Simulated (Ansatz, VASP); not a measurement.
**Cross-check of SbAs2N between VASP and Ansatz**

Aim: how closely do two programs agree when they are given the same cell, functional and k mesh? The cell is invented: As first built, before any earlier steps moved the atoms (in the runner's words): it takes the SbAs structure with some of its atoms replaced by other elements, volume scaled by an estimate. It may not be a known or stable phase. The cell is taken from a series of VASP runs on this material, whose earlier steps may have relaxed, scaled or displaced it; both programs get it as it stands.

Calculated with Ansatz 0.2.0; plane waves, with VASP 6.6.1 beside it; relaxation of cell and atoms at LDA.

**1. The structure**

The structure is monoclinic, space group Pm (No. 6). The conventional cell has a = 4.383 Å, b = 3.507 Å, c = 5.657 Å, α = 90.00°, β = 112.00°, γ = 90.00°. Nearest to Sb lie 6 As at 2.69 to 2.99 Å. Nearest to As lie 1 N at 1.86 Å and 4 Sb at 2.69 to 2.99 Å. Nearest to As lie 2 N at 2.00 Å and 2 Sb at 2.77 to 2.95 Å. Nearest to N lie 3 As at 1.86 to 2.00 Å. As first built, before any earlier steps moved the atoms (in the runner's words): sites of the SbAs structure (space group 160) filled with other elements, volume scaled by an estimate. Farther neighbours and most contacts between anions are not listed.

As a file:

```
Sb As N
1.0
     4.33431    0.00000   -0.64960
     0.00000    3.50711    0.00000
    -1.46137    0.00000    5.52310
Sb As N
1 2 1
Direct
  0.55880 0.00000 0.75238
  0.06465 0.50000 0.67812
  0.56848 0.00000 0.23940
  0.80806 0.50000 0.33010
```

**2. VASP: relaxation of cell and atoms, LDA**

The relaxed volume is the usual yardstick between codes: its relative difference is about their pressure difference at one cell divided by the bulk modulus.

Lines of VASP's logs that name or quote its potential files are left out, and so is its time.

Contents of INCAR:

```
SYSTEM = SbAs2N
PREC = Accurate
ENCUT = 520
EDIFF = 1E-06
NELM = 100
ISMEAR = -1
SIGMA = 0.05
LREAL = .FALSE.
ALGO = Normal
GGA = CA
NBANDS = 16
LORBIT = 11
LWAVE = .FALSE.
LCHARG = .FALSE.
KPAR = 2
IBRION = 2
NSW = 60
ISIF = 3
EDIFFG = -0.01
```

Contents of POSCAR:

```
SbAs2N
1.0
    4.3343076493      0.0000000000     -0.6495982218
    0.0000000000      3.5071096480      0.0000000000
   -1.4613725850      0.0000000000      5.5230954682
Sb As N
1 2 1
Direct
    0.5588013981      0.0000000000      0.7523771709
    0.0646491091      0.5000000000      0.6781237361
    0.5684810826      0.0000000000      0.2393998198
    0.8080604101      0.5000000000      0.3301032732
```

Contents of KPOINTS:

```
Automatic mesh
0
Gamma
7 8 5
0 0 0
```

Potentials, in the order of the species: Sb, As and N (LDA family, release 64).

On the command line:

```console
$ mpirun -np 2 vasp_std
```

Numbers of over 12 decimals in the logs are rounded to 6 here.

Log:

```text
[banner, memory and clock lines left out]
running    2 mpi-ranks, on    1 nodes
 distrk:  each k-point on    1 cores,    2 groups
 distr:  one band on    1 cores,    1 groups

 POSCAR found type information on POSCAR SbAsN
 POSCAR found :  3 types and       4 ions
 LDA part: xc-table for (Slater(with rela. corr.)+CA(PZ))
 , standard interpolation
 POSCAR, INCAR and KPOINTS ok, starting setup
 FFT: planning ... GRIDC
 FFT: planning ... GRID_SOFT
 FFT: planning ... GRID
 WAVECAR not read
 entering main loop
       N       E                     dE             d eps       ncg     rms          rms(c)
DAV:   1     0.958379346471E+02    0.95838E+02   -0.81519E+03  2880   0.105E+03
DAV:   2    -0.163427887655E+02   -0.11218E+03   -0.10836E+03  3952   0.188E+02
DAV:   3    -0.244301081558E+02   -0.80873E+01   -0.80134E+01  3888   0.586E+01
DAV:   4    -0.245188475002E+02   -0.88739E-01   -0.88679E-01  3384   0.677E+00
DAV:   5    -0.245200128205E+02   -0.11653E-02   -0.11652E-02  3944   0.770E-01    0.954E+00
DAV:   6    -0.229094030987E+02    0.16106E+01   -0.94179E+00  3432   0.255E+01    0.493E+00
DAV:   7    -0.227144395866E+02    0.19496E+00   -0.19469E+00  3296   0.863E+00    0.287E+00
DAV:   8    -0.227021411662E+02    0.12298E-01   -0.35151E-01  3496   0.380E+00    0.916E-01
DAV:   9    -0.226897798507E+02    0.12361E-01   -0.45238E-02  4256   0.150E+00    0.155E-01
DAV:  10    -0.226901037865E+02   -0.32394E-03   -0.60226E-03  3272   0.522E-01    0.789E-02
DAV:  11    -0.226901131852E+02   -0.93986E-05   -0.34804E-04  3864   0.124E-01    0.315E-02
DAV:  12    -0.226901119078E+02    0.12774E-05   -0.40949E-05  3688   0.424E-02    0.138E-02
DAV:  13    -0.226901118654E+02    0.42372E-07   -0.69143E-06  3448   0.186E-02
   1 F= -.22690112E+02 E0= -.22686782E+02  d E =-.226901E+02
[... from here on, the cycles between the ionic steps are left out ...]
   2 F= -.22697983E+02 E0= -.22694618E+02  d E =-.787068E-02
   3 F= -.22698078E+02 E0= -.22694721E+02  d E =-.796587E-02
   4 F= -.22704189E+02 E0= -.22700940E+02  d E =-.611162E-02
  16 F= -.22718854E+02 E0= -.22715878E+02  d E =-.362546E-02
  17 F= -.22719352E+02 E0= -.22716319E+02  d E =-.498153E-03
  18 F= -.22719355E+02 E0= -.22716326E+02  d E =-.500701E-03
  19 F= -.22719719E+02 E0= -.22716679E+02  d E =-.364409E-03
  20 F= -.22719817E+02 E0= -.22716766E+02  d E =-.461836E-03
  21 F= -.22720029E+02 E0= -.22717023E+02  d E =-.211951E-03
  22 F= -.22720029E+02 E0= -.22717025E+02  d E =-.212114E-03
  23 F= -.22720135E+02 E0= -.22717173E+02  d E =-.105950E-03
  24 F= -.22720174E+02 E0= -.22717259E+02  d E =-.144527E-03
  25 F= -.22720217E+02 E0= -.22717311E+02  d E =-.433672E-04
  26 F= -.22720256E+02 E0= -.22717370E+02  d E =-.827946E-04
  27 F= -.22720254E+02 E0= -.22717369E+02  d E =0.184581E-05
 trial-energy change:    0.000002  1 .order    0.000002   -0.000057    0.000061
 step:   0.5566(harm=  0.5566)  dis= 0.00064  next Energy=   -22.720270 (dE=-0.138E-04)
 bond charge predicted
       N       E                     dE             d eps       ncg     rms          rms(c)
DAV:   1    -0.227202664147E+02   -0.11386E-04   -0.20211E-03  2880   0.323E-01    0.152E-02
DAV:   2    -0.227202709383E+02   -0.45236E-05   -0.65943E-05  4224   0.508E-02    0.659E-03
DAV:   3    -0.227202702087E+02    0.72961E-06   -0.13691E-06  2208   0.889E-03
  28 F= -.22720270E+02 E0= -.22717384E+02  d E =-.139001E-04
 curvature:  -0.62 expect dE=-0.353E-05 dE for cont linesearch -0.844E-08
 trial: gam= 0.17614 g(F)=  0.164E-05 g(S)=  0.403E-05 ort =-0.123E-05 (trialstep = 0.103E+01)
 search vector abs. value=  0.867E-05
 reached required accuracy - stopping structural energy minimisation
```

Parts of OUTCAR (step 2):

```text
ion  position               nearest neighbor table
   1  0.559  0.000  0.752-   2 2.69   2 2.69   3 2.77   3 2.95   2 2.99   2 2.99
   2  0.065  0.500  0.678-   4 1.86   1 2.69   1 2.69   1 2.99   1 2.99
   3  0.568  0.000  0.239-   4 2.00   4 2.00   1 2.77   1 2.95
   4  0.808  0.500  0.330-   2 1.86   3 2.00   3 2.00

  LATTYP: Found a simple monoclinic cell.
 ALAT       =     4.3827161268
 B/A-ratio  =     0.8002137365
 C/A-ratio  =     1.2908142489
 COS(beta)  =    -0.3745376793

 Subroutine GETGRP returns: Found  2 space group operations
 (whereof  2 operations were pure point group operations)

The static configuration has the point symmetry C_1h.

 Found     90 irreducible k-points:

   k-points           NKPTS =     90   k-points in BZ     NKDIM =     90   number of bands    NBANDS=     16

   dimension x,y,z NGX =    36 NGY =   28 NGZ =   42
   dimension x,y,z NGXF=    72 NGYF=   56 NGZF=   84

   ENCUT  =  520.0 eV  38.22 Ry    6.18 a.u.   8.15  6.52 10.62*2*pi/ulx,y,z

   NELECT =      20.0000    total number of electrons

 k-points in reciprocal lattice and weights: Automatic mesh
   0.00000000  0.00000000  0.00000000       0.004
   0.14285714  0.00000000  0.00000000       0.007
   0.28571429  0.00000000  0.00000000       0.007
   0.42857143  0.00000000  0.00000000       0.007
   0.00000000  0.12500000  0.00000000       0.007
   0.14285714  0.12500000  0.00000000       0.014
   0.28571429  0.12500000  0.00000000       0.014
   0.42857143  0.12500000  0.00000000       0.014
   0.00000000  0.25000000  0.00000000       0.007
[...]
-0.28571429  0.50000000  0.40000000       0.007
  -0.14285714  0.50000000  0.40000000       0.007

 average (electrostatic) potential at core
       1 -87.7998       2 -52.6032       3 -52.9706       4 -63.0784

 E-fermi :   5.8923

 k-point     1 :       0.0000    0.0000    0.0000
  band No.  band energies     occupation
    ...
      7       1.9937      2.00000
      8       3.4588      2.00000
      9       4.8628      2.00000
     10       4.9029      2.00000
     11       5.5659      1.99708
     12       9.2573      0.00000
     13       9.7142      0.00000
     14       9.9313      0.00000
     15      10.8677      0.00000
     16      12.0864      0.00000

 k-point     2 :       0.1429    0.0000    0.0000
  band No.  band energies     occupation
    ...
      7       2.8148      2.00000
      8       3.5081      2.00000
      9       4.9529      2.00000
     10       5.0011      2.00000
     11       5.7097      1.94941
     12       9.0583      0.00000
     13       9.6173      0.00000
     14      10.0363      0.00000
     15      11.0201      0.00000
     16      11.5459      0.00000

 k-point     3 :       0.2857    0.0000    0.0000
  band No.  band energies     occupation
    ...
      6       0.3807      2.00000
      7       2.6468      2.00000
      8       4.1014      2.00000
      9       5.1187      2.00000
     10       5.5058      1.99912
     11       6.3083      0.00049
     12       8.7209      0.00000
     13       9.0254      0.00000
     14       9.9200      0.00000
     15      11.1109      0.00000
    ...

  Total        0.0027763     -0.0063550     -0.0153877      0.0000000      0.0000000      0.0049435
  in kB        0.0556890     -0.1274727     -0.3086565      0.0000000      0.0000000      0.0991596
  external PRESSURE =      -0.1268134 kB  Pullay stress =       0.0000000 kB

  energy-cutoff  :      520.00
  volume of cell :       79.87
      direct lattice vectors                 reciprocal lattice vectors
     4.243289247  0.000000000 -0.799306967     0.249125374  0.000000000  0.071450671
     0.000000000  3.544643030  0.000000000     0.000000000  0.282115855  0.000000000
    -1.610058263  0.000000000  5.613752241     0.035471399  0.000000000  0.188307388

 POSITION                                       TOTAL-FORCE (eV/Angst)
 -----------------------------------------------------------------------------------
      1.25175      0.00000      3.84022         0.003628      0.000000      0.001142
     -0.71578      1.77232      3.71752        -0.003211      0.000000     -0.002574
      1.90901      0.00000      0.86438         0.000674      0.000000      0.000740
      2.82144      1.77232      1.20680        -0.001091      0.000000      0.000691
 -----------------------------------------------------------------------------------
    total drift:                                0.000146      0.000000      0.000124

  FREE ENERGIE OF THE ION-ELECTRON SYSTEM (eV)
  ---------------------------------------------------
  free  energy   TOTEN  =       -22.7202702087 eV

  energy  without entropy=      -22.7144974370  energy(sigma->0) =      -22.71738382

 reached required accuracy - stopping structural energy minimisation

 total charge
# of ion       s       p       d       tot
------------------------------------------
    1        1.222   1.169   0.057   2.448
    2        1.281   1.427   0.096   2.804
    3        1.317   1.247   0.083   2.647
    4        1.265   2.340   0.000   3.605
--------------------------------------------------
tot          5.084   6.183   0.237  11.504

[... 3 further parts left out ...]
```

CONTCAR:

```
SbAs2N
   1.00000000000000
     4.2432892472996766    0.0000000000000000   -0.7993069669175371
     0.0000000000000000    3.5446430300374479    0.0000000000000000
    -1.6100582634094605    0.0000000000000000    5.6137522406239482
  Sb              As              N
     1     2     1
Direct
     0.5862297836741727    0.0000000000000000    0.7675427822057881
     0.0873000564284351    0.5000000000000000    0.6746475098105217
     0.5373421871833796    0.0000000000000000    0.2304842761838701
     0.7891199726140175    0.5000000000000000    0.3273294317998167
```

The run keeps the 2 symmetry operations of its start, so it cannot find a distortion of lower symmetry.

(Part 1 of 2 ends here.)

[Lines on the potential files, build, host, timing and source positions are cut from VASP's logs without a mark.]

[Logs are printed without paths, hosts, clocks, repeated set-up lines and the standing remarks that a program may print on its own settings, such as how far it seeks lower states.]

[Hosts, paths, dates, database ids (printed as entryN), source tags and the programs' standing remarks are cut or masked in the printed files.]
